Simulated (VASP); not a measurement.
VASP ran on this input.

**KPOINTS**
```
Automatic mesh
0
Gamma
2 2 2
0 0 0
```

File POSCAR:
```
SiC
1
    0.0000000000     2.1800000000     2.1800000000
    2.1800000000     0.0000000000     2.1800000000
    2.1800000000     2.1800000000     0.0000000000
Si C
1 1
Direct
  0.0000000000   0.0000000000   0.0000000000
  0.2500000000   0.2500000000   0.2500000000
```

**INCAR**
```
SYSTEM = SiC
PREC = Accurate
ENCUT = 520
EDIFF = 1E-6
NELM = 25
ALGO = VeryFast
LREAL = .FALSE.
LASPH = .TRUE.
ISMEAR = 0
SIGMA = 0.05
GGA = PE
LWAVE = .FALSE.
LCHARG = .FALSE.
ISIF = 2
HFSCREEN = 0.2
AEXX = 0.25
LHFCALC = .TRUE.
PRECFOCK = Fast
ISYM = 3
```

POTCAR, in this order: Si C (PBE.64 set). Program: vasp_std.

Output

File standard output:
```
 POSCAR found type information on POSCAR SiC
 POSCAR found :  2 types and       2 ions
 Reading from existing POTCAR
 Reading from existing POTCAR
 LDA part: xc-table for (Slater+PW92), standard interpolation
 POSCAR, INCAR and KPOINTS ok, starting setup
 WAVECAR not read
 entering main loop
       N       E                     dE             d eps       ncg     rms          rms(c)
RMM:   1    -0.910071460837E+02   -0.91007E+02   -0.21855E+03    24   0.688E+02
RMM:   2    -0.141839816084E+03   -0.50833E+02   -0.42233E+02    24   0.151E+02
RMM:   3    -0.150981077236E+03   -0.91413E+01   -0.81722E+01    24   0.641E+01
RMM:   4    -0.151924222750E+03   -0.94315E+00   -0.21900E+01    24   0.375E+01
RMM:   5    -0.151816068104E+03    0.10815E+00   -0.60542E+00    24   0.180E+01
RMM:   6    -0.151711074427E+03    0.10499E+00   -0.24789E+00    24   0.109E+01
RMM:   7    -0.151648915979E+03    0.62158E-01   -0.16810E+00    24   0.787E+00
RMM:   8    -0.151621484892E+03    0.27431E-01   -0.15755E+00    24   0.700E+00
RMM:   9    -0.151625989343E+03   -0.45045E-02   -0.17574E+00    67   0.672E+00
RMM:  10    -0.151618635714E+03    0.73536E-02   -0.17402E+00    63   0.610E+00
RMM:  11    -0.151627441603E+03   -0.88059E-02   -0.18536E+00    69   0.616E+00
RMM:  12    -0.151661410367E+03   -0.33969E-01   -0.17980E+00    77   0.577E+00    0.956E+00
RMM:  13     0.173861782451E+02    0.16905E+03   -0.15241E+01    96   0.264E+01    0.675E+00
RMM:  14     0.160269734377E+02   -0.13592E+01   -0.12606E+00    79   0.544E+00    0.366E+00
RMM:  15     0.160709324127E+02    0.43959E-01   -0.12419E+00    81   0.472E+00    0.211E+00
RMM:  16     0.160546293518E+02   -0.16303E-01   -0.12239E+00    83   0.457E+00    0.117E+00
RMM:  17     0.160432284298E+02   -0.11401E-01   -0.11971E+00    79   0.451E+00    0.676E-01
RMM:  18     0.160429065603E+02   -0.32187E-03   -0.11991E+00    82   0.454E+00    0.369E-01
RMM:  19     0.160374062423E+02   -0.55003E-02   -0.12035E+00    77   0.455E+00    0.199E-01
RMM:  20     0.160307704792E+02   -0.66358E-02   -0.11884E+00    85   0.446E+00    0.109E-01
RMM:  21     0.160355518573E+02    0.47814E-02   -0.11977E+00    84   0.448E+00    0.628E-02
RMM:  22     0.160305006347E+02   -0.50512E-02   -0.11845E+00    78   0.443E+00    0.445E-02
RMM:  23     0.160362199756E+02    0.57193E-02   -0.11990E+00    88   0.450E+00    0.324E-02
RMM:  24     0.160292414849E+02   -0.69785E-02   -0.11868E+00    81   0.443E+00    0.169E-02
RMM:  25     0.160336491911E+02    0.44077E-02   -0.11908E+00    87   0.443E+00

 -----------------------------------------------------------------------------
|                                                                             |
|           W    W    AA    RRRRR   N    N  II  N    N   GGGG   !!!           |
|           W    W   A  A   R    R  NN   N  II  NN   N  G    G  !!!           |
|           W    W  A    A  R    R  N N  N  II  N N  N  G       !!!           |
|           W WW W  AAAAAA  RRRRR   N  N N  II  N  N N  G  GGG   !            |
|           WW  WW  A    A  R   R   N   NN  II  N   NN  G    G                |
|           W    W  A    A  R    R  N    N  II  N    N   GGGG   !!!           |
|                                                                             |
|     The electronic self-consistency was not achieved in the given           |
|     number of steps (NELM). The forces and other quantities evaluated       |
|     might not be reliable so examine the results carefully. If you find     |
|     spurious results, we suggest increasing NELM, if you were close to      |
|     convergence or switching to a different ALGO or adjusting the           |
|     density mixing parameters otherwise.                                    |
|                                                                             |
 -----------------------------------------------------------------------------

   1 F= 0.16033649E+02 E0= 0.16033924E+02  d E =-.548761E-03
```

**OUTCAR**
```
------------------------ aborting loop EDIFF was not reached (unconverged)  ----------------------------
  FORCE on cell =-STRESS in cart. coord.  units (eV):
  Direction    XX          YY          ZZ          XY          YZ          ZX
  --------------------------------------------------------------------------------------
  Total       -0.2574001     -0.2574001     -0.2574001      0.0000000      0.0000000      0.0000000
  in kB      -19.9030585    -19.9030585    -19.9030585      0.0000000      0.0000000      0.0000000
  external PRESSURE =     -19.9030585 kB  Pullay stress =       0.0000000 kB
  volume of cell :       20.72
      direct lattice vectors                 reciprocal lattice vectors
     0.000000000  2.180000000  2.180000000    -0.229357798  0.229357798  0.229357798
     2.180000000  0.000000000  2.180000000     0.229357798 -0.229357798  0.229357798
     2.180000000  2.180000000  0.000000000     0.229357798  0.229357798 -0.229357798
  FREE ENERGIE OF THE ION-ELECTRON SYSTEM (eV)
  ---------------------------------------------------
  free  energy   TOTEN  =        16.0336491911 eV

  energy  without entropy=       16.0341979524  energy(sigma->0) =       16.03392357

  exchange ACFDT corr.  =        -0.00322561  see jH, gK, PRB 81, 115126
```
(Selected blocks of OUTCAR.)

Task: Read input and log: which fault does this run have?
A) fractional coordinates stand under the word Cartesian
B) the Γ-only program was given a k-mesh
C) a hybrid functional was run with ALGO = VeryFast
D) a line-mode KPOINTS file was used for a self-consistent run

Result: C, a hybrid functional was run with ALGO = VeryFast. Convergence was not reached. Against the sound run, the energy per atom (σ→0) increases by 15.616 eV/atom; the pressure falls by 7.78 GPa; the band gap falls by 2.14 eV.

To mend it, set ALGO = Normal.

The mended run (HSE06 screened hybrid, plane waves, VASP's PBE PAW potentials (set 64)) converges, and its OSZICAR ends with
```
   1 F= -.15197755E+02 E0= -.15197755E+02  d E =-.475210E-17
```

The compound is SiC in the zinc blende structure. The cell was not relaxed at this level.
